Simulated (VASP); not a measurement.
Output of a VASP run:

**OSZICAR**
```
       N       E                     dE             d eps       ncg     rms          rms(c)
DAV:   1     0.367771117309E+02    0.36777E+02   -0.51005E+03  1888   0.972E+02
DAV:   2    -0.514061827556E+01   -0.41918E+02   -0.40702E+02  1983   0.188E+02
DAV:   3    -0.548096867452E+01   -0.34035E+00   -0.33836E+00  2226   0.200E+01
DAV:   4    -0.548275151789E+01   -0.17828E-02   -0.17827E-02  2214   0.131E+00
DAV:   5    -0.548277272592E+01   -0.21208E-04   -0.21207E-04  2201   0.119E-01    0.781E+00
DAV:   6    -0.520773992338E+01    0.27503E+00   -0.12216E+00  1910   0.106E+01    0.387E+00
DAV:   7    -0.519691677021E+01    0.10823E-01   -0.65374E-03  2094   0.768E-01    0.206E+00
DAV:   8    -0.519294466796E+01    0.39721E-02   -0.11228E-03  1999   0.292E-01    0.516E-02
DAV:   9    -0.519294645057E+01   -0.17826E-05   -0.14313E-05  2418   0.394E-02    0.147E-02
DAV:  10    -0.519295035232E+01   -0.39017E-05   -0.19746E-06  2096   0.153E-02    0.375E-03
DAV:  11    -0.519295013723E+01    0.21509E-06   -0.12943E-08  1024   0.131E-03
   1 F= -.51929501E+01 E0= -.51923850E+01  d E =-.519295E+01
       N       E                     dE             d eps       ncg     rms          rms(c)
DAV:   1    -0.646836344159E+01   -0.12754E+01   -0.24713E+01  1894   0.563E+01    0.785E+00
DAV:   2    -0.518370726536E+01    0.12847E+01   -0.71639E+00  1887   0.231E+01    0.301E+00
DAV:   3    -0.518082450982E+01    0.28828E-02   -0.12644E-02  2012   0.105E+00    0.183E+00
DAV:   4    -0.518129048609E+01   -0.46598E-03   -0.11625E-02  2074   0.939E-01    0.810E-02
DAV:   5    -0.518145876389E+01   -0.16828E-03   -0.26972E-04  2358   0.995E-02    0.498E-02
DAV:   6    -0.518144638522E+01    0.12379E-04   -0.29471E-05  1942   0.468E-02    0.392E-03
DAV:   7    -0.518144615241E+01    0.23281E-06   -0.22341E-07  1098   0.475E-03
   2 F= -.51814462E+01 E0= -.51808521E+01  d E =0.115040E-01
       N       E                     dE             d eps       ncg     rms          rms(c)
DAV:   1    -0.566040088249E+01   -0.47895E+00   -0.84483E+00  1899   0.320E+01    0.466E+00
DAV:   2    -0.520575325099E+01    0.45465E+00   -0.23745E+00  1888   0.142E+01    0.827E-01
DAV:   3    -0.520553751492E+01    0.21574E-03   -0.58666E-03  2033   0.762E-01    0.500E-01
DAV:   4    -0.520639012238E+01   -0.85261E-03   -0.48792E-03  2104   0.603E-01    0.607E-02
DAV:   5    -0.520638500947E+01    0.51129E-05   -0.32743E-05  1972   0.579E-02    0.291E-02
DAV:   6    -0.520639253007E+01   -0.75206E-05   -0.42206E-06  2211   0.215E-02    0.783E-04
DAV:   7    -0.520639252353E+01    0.65407E-08   -0.47499E-08  1166   0.192E-03
   3 F= -.52063925E+01 E0= -.52058085E+01  d E =-.134424E-01
```

File OUTCAR:
```
------------------------ aborting loop because EDIFF is reached ----------------------------------------
  FORCE on cell =-STRESS in cart. coord.  units (eV):
  Direction    XX          YY          ZZ          XY          YZ          ZX
  --------------------------------------------------------------------------------------
  Total       -0.0076225     -0.0076225     -0.0076225      0.0000000      0.0000000     -0.0000000
  in kB       -0.7967925     -0.7967925     -0.7967925      0.0000000      0.0000000     -0.0000000
  external PRESSURE =      -0.7967925 kB  Pullay stress =       0.0000000 kB
  volume of cell :       15.33
      direct lattice vectors                 reciprocal lattice vectors
     0.000000000  1.971561315  1.971561315    -0.253606112  0.253606112  0.253606112
     1.971561315  0.000000000  1.971561315     0.253606112 -0.253606112  0.253606112
     1.971561315  1.971561315  0.000000000     0.253606112  0.253606112 -0.253606112
 POSITION                                       TOTAL-FORCE (eV/Angst)
 -----------------------------------------------------------------------------------
      0.00000      0.00000      0.00000        -0.000000      0.000000     -0.000000
 -----------------------------------------------------------------------------------
    total drift:                               -0.000000     -0.000000     -0.000000
  FREE ENERGIE OF THE ION-ELECTRON SYSTEM (eV)
  ---------------------------------------------------
  free  energy   TOTEN  =        -5.2063925235 eV

  energy  without entropy=       -5.2046404200  energy(sigma->0) =       -5.20580849

 reached required accuracy - stopping structural energy minimisation
```
(Selected blocks of OUTCAR.)

POSCAR:
```
Pd
1
    0.0000000000     1.9450000000     1.9450000000
    1.9450000000     0.0000000000     1.9450000000
    1.9450000000     1.9450000000     0.0000000000
Pd
1
Direct
  0.0000000000   0.0000000000   0.0000000000
```

**Question.** Write an INCAR and KPOINTS that could have produced this output.

**Answer.** One answer among several that fit: the input of the run itself, PBE GGA, plane waves, VASP's PBE PAW potentials (set 64).

### KPOINTS
```
Automatic mesh
0
Gamma
14 14 14
0 0 0
```

INCAR:
```
# general
SYSTEM =Pd
PREC   =Accurate
ENCUT  =480   # plane-wave cut-off (eV)
LREAL  =.False.   # projection in real space or not
LASPH  =.True.

# electronic loop
EDIFF  =1E-6
NELM   =100
ALGO   =Normal
LMAXMIX=4   # l cut-off of mixed one-centre charges

# smearing
ISMEAR =1
SIGMA  =0.1

# functional
GGA    =PE   # PBE

# ions
IBRION =2
NSW    =60
ISIF   =3   # ions, shape and volume
EDIFFG =-0.01

# output
LWAVE  =.False.
LCHARG =.False.
```

POTCAR, in this order: Pd (PBE.64 set). Program: vasp_std.

Energy and stress use the plane-wave basis of the starting cell.

The compound is Pd in the fcc structure. This run relaxes it. Symmetry was kept, so distortions that lower it aren't found.
